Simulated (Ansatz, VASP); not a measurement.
# Ge (Germanium): VASP beside Ansatz, part 2 of 2

Aim: how closely do two programs agree when they are given the same cell, functional and k mesh? The cell is taken from a series of runs on this material, whose earlier steps may have relaxed, scaled, displaced or heated it; both programs get it as it stands.

VASP 6.6.1 and Ansatz 0.2.0.

So far: The starting structure; VASP: zone-centre phonons, LDA.

**2. VASP: zone-centre phonons, LDA (continued)**

Level of this step: LDA; plane waves and PAW (Ge_d) (VASP).

Numbers of over 12 decimals in the logs are rounded to 6 here.

Parts of OUTCAR (step 2):

```text
ion  position               nearest neighbor table
   1  0.500  0.500  0.500-   2 2.37   2 2.37   2 2.37   2 2.37
   2  0.750  0.750  0.750-   1 2.37   1 2.37   1 2.37   1 2.37

  LATTYP: Found a trigonal (rhomboedric) cell.
 ALAT       =     3.8659421547
 COS(alpha) =     0.4999539026

 Subroutine GETGRP returns: Found 12 space group operations
 (whereof  6 operations were pure point group operations)

The static configuration has the point symmetry C_3v.
 The point group associated with its full space group is D_3d.

   k-points           NKPTS =   1728   k-points in BZ     NKDIM =   1728   number of bands    NBANDS=     20

   dimension x,y,z NGX =    28 NGY =   28 NGZ =   28
   dimension x,y,z NGXF=    56 NGYF=   56 NGZF=   56

   ENCUT  =  500.0 eV  36.75 Ry    6.06 a.u.   7.05  7.05  7.05*2*pi/ulx,y,z

   NELECT =      28.0000    total number of electrons

 k-points in reciprocal lattice and weights: Points of the shifted mesh
   0.04166667  0.04166667  0.04166667       0.001
   0.04166667  0.04166667  0.12500000       0.001
   0.04166667  0.04166667  0.20833333       0.001
   0.04166667  0.04166667  0.29166667       0.001
   0.04166667  0.04166667  0.37500000       0.001
   0.04166667  0.04166667  0.45833333       0.001
   0.04166667  0.04166667  0.54166667       0.001
   0.04166667  0.04166667  0.62500000       0.001
   0.04166667  0.04166667  0.70833333       0.001
[...]
0.95833333  0.95833333  0.87500000       0.001
   0.95833333  0.95833333  0.95833333       0.001

 average (electrostatic) potential at core
       1 -74.4894       2 -74.4894

  Total        1.8995543      1.8995543      1.8995543     -0.0008137     -0.0008137     -0.0008137
  in kB       74.4871257     74.4871257     74.4871257     -0.0319057     -0.0319057     -0.0319057
  external PRESSURE =      74.4871257 kB  Pullay stress =       0.0000000 kB

  energy-cutoff  :      500.00
  volume of cell :       40.86
      direct lattice vectors                 reciprocal lattice vectors
    -0.000126012  2.733633912  2.733633912    -0.182894069  0.182902500  0.182902500
     2.733633912 -0.000126012  2.733633912     0.182902500 -0.182894069  0.182902500
     2.733633912  2.733633912 -0.000126012     0.182902500  0.182902500 -0.182894069

 POSITION                                       TOTAL-FORCE (eV/Angst)
 -----------------------------------------------------------------------------------
      2.73348      2.73348      2.73348         0.000449      0.000449      0.000449
      4.10045      4.10045      4.10045        -0.000449     -0.000449     -0.000449
 -----------------------------------------------------------------------------------
    total drift:                               -0.000000     -0.000000     -0.000000

 Eigenvectors and eigenvalues of the dynamical matrix
 ----------------------------------------------------

   1 f  =    9.653476 THz    60.654580 2PiTHz  322.005306 cm-1    39.923552 meV
             X         Y         Z           dx          dy          dz
      2.733477  2.733477  2.733477     0.426162   -0.550408    0.124246
      4.100450  4.100450  4.100450    -0.426162    0.550408   -0.124246

   2 f  =    9.653476 THz    60.654580 2PiTHz  322.005306 cm-1    39.923552 meV
             X         Y         Z           dx          dy          dz
      2.733477  2.733477  2.733477    -0.389511   -0.174312    0.563823
      4.100450  4.100450  4.100450     0.389511    0.174312   -0.563823

   3 f  =    9.650943 THz    60.638664 2PiTHz  321.920811 cm-1    39.913076 meV
             X         Y         Z           dx          dy          dz
      2.733477  2.733477  2.733477    -0.408248   -0.408248   -0.408248
      4.100450  4.100450  4.100450     0.408248    0.408248    0.408248

   4 f  =    0.000000 THz     0.000001 2PiTHz    0.000004 cm-1     0.000000 meV
             X         Y         Z           dx          dy          dz
      2.733477  2.733477  2.733477    -0.002079    0.003243   -0.707096
      4.100450  4.100450  4.100450    -0.002079    0.003243   -0.707096

   5 f  =    0.000000 THz     0.000000 2PiTHz    0.000002 cm-1     0.000000 meV
             X         Y         Z           dx          dy          dz
      2.733477  2.733477  2.733477     0.637277   -0.306378   -0.003279
      4.100450  4.100450  4.100450     0.637277   -0.306378   -0.003279

   6 f/i=    0.000000 THz     0.000001 2PiTHz    0.000005 cm-1     0.000001 meV
             X         Y         Z           dx          dy          dz
      2.733477  2.733477  2.733477     0.306389    0.637277    0.002022
      4.100450  4.100450  4.100450     0.306389    0.637277    0.002022

 ELASTIC MODULI CONTR FROM IONIC RELAXATION (kBar)
 Direction    XX          YY          ZZ          XY          YZ          ZX
 --------------------------------------------------------------------------------
 XX          -0.0035     -0.0012     -0.0012      0.2562      1.2083      0.1329
 YY          -0.0012     -0.0035     -0.0012      0.1329      0.2562      1.2083
 ZZ          -0.0012     -0.0012     -0.0035      1.2083      0.1329      0.2562
 XY           0.2562      0.1329      1.2083   -440.3250      1.2548      1.2548
 YZ           1.2083      0.2562      0.1329      1.2548   -440.3250      1.2548
 ZX           0.1329      1.2083      0.2562      1.2548      1.2548   -440.3250
 --------------------------------------------------------------------------------
```

Energies printed during the response cycles are not total energies of the cell.

**3. Ansatz: zone-centre phonons, LDA**

Ansatz runs on its PAW soft_1 files.

The same cell, functional (in two slightly different forms), mesh and smearing now go to Ansatz, which takes its cutoff from its data sets.

Input file input.yaml:

```yaml
crystal:
  lattice:
    - [-0.0001260121, 2.7336339118, 2.7336339118]
    - [2.7336339118, -0.0001260121, 2.7336339118]
    - [2.7336339118, 2.7336339118, -0.0001260121]
  atoms:
    - { symbol: Ge, position: [0.4999828045, 0.4999828045, 0.4999828045] }
    - { symbol: Ge, position: [0.7500171955, 0.7500171955, 0.7500171955] }
kpoints:
  mp_grid: { grid: [12, 12, 12], shift: [0.5, 0.5, 0.5] }
hamiltonian:
  xc: lda
  pseudopotentials: { kind: paw, azcp: { folder: soft_1 }, xc_functional: pbe }
scf:
  occupations: { method: gaussian, width: 0.015 }
output:
  eigenvalues: true
phonons:
  method: dfpt
```

Started as:

```sh
ansatz run input.yaml --threads 4 --pin off --max-ram 10240MiB --backend cpu --events-out ev --progress --plain --runs-dir out
```

What it wrote:

```text
Engine: ansatz 0.2.0, x86_64-unknown-linux-gnu
Pseudopotentials: kind: paw
Pseudopotential: Ge, paw, valence charge 14, recommended cutoff 420 eV (normal), soft_1/Ge.paw.azcp
Functional definition: SPW92
  exchange = slater_x
  correlation = pw_c
Crystal: 2 atoms, lattice volume = 40.858 Å³
Basis set: ecut = 420 eV, 821 PW (Γ), exchange–correlation on 64×64×64 points (8 copies of the dense FFT grid, shifted against one another)
Bands: 18, of which v1, the nominal top of the filled ones, is band 14 counted from 1 (13 counted from 0)
Symmetry: 12 space group operations
k-points: 468 of 1728 (irreducible under 2 space group operations, time reversal used)
Non-local potential: Ge, projectors of the file, l = 0: 2, l = 1: 2, l = 2: 3, l = 3: 1
PAW form: soft (Blöchl's): semilocal exchange-correlation on the pseudo side does not see the compensation charge
PAW frozen core: Ge, regenerated for the run's functional, and the local potential with it (the file was generated under x = pbe(κ = 0.804, μ = 0.219515), c = pbe(β = 0.066725))
PAW one-centre angular grid: Ge, 590 points (default); XC on 64 Gauss nodes
Initial density: superposition of atomic densities (chi_scale 0.1, normalization cell)
Initial wavefunctions: pseudopotential atomic-orbital guess
Functional: x = slater, c = lda
SCF iter   1: F=—  HF=-8431.541296 eV  |F-HF|=—  |Δ(HF+E_count)|=         —  Δρ=3.96e-2  dr2=5.82e-1  ethr=3.10e-3  ⟨swp⟩=6.0  Hψ=40693  notcnv=0
preconditioner: auto → none  [insulator: Δε(μ)=0.593 eV  Ē_g=23.883 eV  σ=0.015 eV  W_gap=1.00  n_scr=14 (ndim 8)  ℏωp=30.7 eV  f_vac=0.000  D(μ)=0.00/eV (n_scr^D=0)  ε∞_Penn≈2.7]
SCF iter   2: F=—  HF=-8431.396554 eV  |F-HF|=—  |Δ(HF+E_count)|=   1.45e-1  Δρ=1.78e-2  dr2=9.20e-2  ethr=2.08e-3  ⟨swp⟩=2.0  Hψ=14040  notcnv=0
SCF iter   3: F=—  HF=-8431.380320 eV  |F-HF|=—  |Δ(HF+E_count)|=   1.62e-2  Δρ=3.01e-3  dr2=9.90e-4  ethr=3.29e-4  ⟨swp⟩=2.1  Hψ=12194  notcnv=0
SCF iter   4: F=—  HF=-8431.380128 eV  |F-HF|=—  |Δ(HF+E_count)|=   1.92e-4  Δρ=5.50e-4  dr2=9.28e-5  ethr=3.54e-6  ⟨swp⟩=2.0  Hψ=16848  notcnv=0
SCF iter   5: F=—  HF=-8431.379963 eV  |F-HF|=—  |Δ(HF+E_count)|=   1.65e-4  Δρ=1.21e-4  dr2=5.08e-6  ethr=3.31e-7  ⟨swp⟩=2.0  Hψ=15743  notcnv=0
SCF iter   6: F=—  HF=-8431.379947 eV  |F-HF|=—  |Δ(HF+E_count)|=   1.59e-5  Δρ=1.02e-5  dr2=4.01e-8  ethr=1.82e-8  ⟨swp⟩=2.0  Hψ=14976  notcnv=0
SCF iter   7: F=—  HF=-8431.379947 eV  |F-HF|=—  |Δ(HF+E_count)|=   4.16e-7  Δρ=4.76e-7  dr2=5.41e-11  ethr=1.43e-10  ⟨swp⟩=2.0  Hψ=14976  notcnv=0
SCF iter   8: F=-8431.379947 eV  HF=-8431.379947 eV  |F-HF|=3.64e-12  |Δ(HF+E_count)|=  1.11e-10  Δρ=6.86e-8  dr2=8.05e-13  ethr=1.00e-12  ⟨swp⟩=6.0  Hψ=37423  notcnv=0
SCF 1 converged in 8 iterations: F = -8431.379947 eV  dr2 = 8.05e-13
  greatest PAW one-centre occupation: 0.998 electrons in one spin orbital (limit 2), on the Ge atom at site 1 (counted from 0), in its partial waves of l = 2
DFPT response loops at Γ: preconditioner auto → none (the input reference at scf.mixing.eps_inf says where Resta's filter doesn't serve); β = 0.50; Broyden in place of MSR1
SCF converged after 8 iterations
Free energy (F): -8431.379947 eV
Harris-Foulkes:  -8431.379947 eV  (|F-HF|=3.64e-12)
Internal energy: -8431.379947 eV  (E = F + TS)
E sigma→0 (E₀):  -8431.379947 eV
Fermi energy:    9.829553 eV
--- Per-component energies (eV) ---
  E_band       = -277.016226
  E_kinetic    = 189.719758
  E_local      = -4361.688303  (includes V_loc(G=0)·N_el)
  E_nonlocal   = 443.251875
  E_hartree    = 2088.594258
  E_xc         = -144.439066
  E_vxc        = -133.346462  (∫ρ·V_xc dr)
  E_paw        = -3869.909097  (= ΣΔE_a)
  E_vpaw       = -592.141590  (= ΣTr[D̂ρ^β])
  E_aug_tail   = 0.000037  (compensation charges beyond the density's cutoff)
  E_ewald      = -2780.726062
  E_core_change = 3.816653  (= ΣΔE_core)
  E_smearing   = -0.000000  (= −TS)
  E_closure    = -0.000000  (closes the sum)
  Σ components = -8431.379947   (vs F -8431.379947, Δ=0.00e0)
--- Band table (eV; the first three rows and the last of 468) ---
  k-point 0: bands = [... 10 lower, -3.9568, 9.1079, 9.6052, 9.6052, 10.8156, 12.2940, 12.2940, 12.3342]
  k-point 1: bands = [... 10 lower, -3.8325, 7.8502, 9.0550, 9.5236, 11.2789, 12.4228, 12.5540, 13.2181]
  k-point 2: bands = [... 10 lower, -3.5258, 6.1158, 8.5714, 9.1613, 11.0752, 12.8838, 13.2030, 14.5453]
  k-point 467: bands = [... 10 lower, -1.6188, 1.5188, 7.8400, 8.0360, 10.2967, 13.3473, 13.5207, 16.8074]
--- Phonons (Γ-DFPT): 1 representative perturbation + reference, on 468 of 1728 k-points (Σ response iterations 3) ---
  k mesh reduced under 2 symmetry operations, with k and −k counted as one. Each operation leaves every solved perturbation unchanged. A smaller set is not used because it would not reduce the number of displacements times k-points to solve
  ASR residual: 4.757e-5 → 0.000e0 eV/Å²; symmetrization residual: 2.419e-12 eV/Å²
  ASR residual per site (eV/Å²): 4.76e-5 4.76e-5
  Γ frequencies (cm⁻¹): 0.00 0.00 0.00 321.18 321.26 321.26
  non-analytic LO–TO correction: not included (Born effective charges unavailable; polar crystals: no LO–TO splitting at Γ)
```

The column dr2 measures how far the density is from self-consistency, as an energy; F and HF (Harris–Foulkes) agree once it is small.

**4. Comparison**

Known differences besides the potentials themselves: the cutoff is 420 eV in Ansatz and 500 eV in VASP; VASP's log shows a relativistic correction to its local exchange, Ansatz's none. Total energies have different zeros and are not compared.

The two programs side by side:

| quantity | Ansatz | VASP | difference |
| --- | --- | --- | --- |
| optical mode 1 to 3 (cm⁻¹) | 321.2 | 321.9 | -0.23 % |

Modes are paired by rising frequency, not by their patterns, so a pair may set unlike modes beside each other; they are those without the splitting of longitudinal modes.

**5. Results**

```
r.m.s. difference of the optical zone-centre modes, each program's sorted by frequency (zone-centre phonons, LDA) : 0.74 cm⁻¹
```

What this shows: The r.m.s. difference of the optical zone-centre modes, each program's sorted by frequency is 0.74 cm⁻¹ (zone-centre phonons, LDA). How closely two codes agree says nothing of how well the functional describes the real material.

[Lines on the potential files, build, host, timing and source positions are cut from VASP's logs without a mark.]

[Logs are printed without paths, hosts, clocks, repeated set-up lines and the standing remarks that a program may print on its own settings, such as how far it seeks lower states.]

[Hosts, paths, dates, database ids (printed as entryN), source tags and the programs' standing remarks are cut or masked in the printed files.]
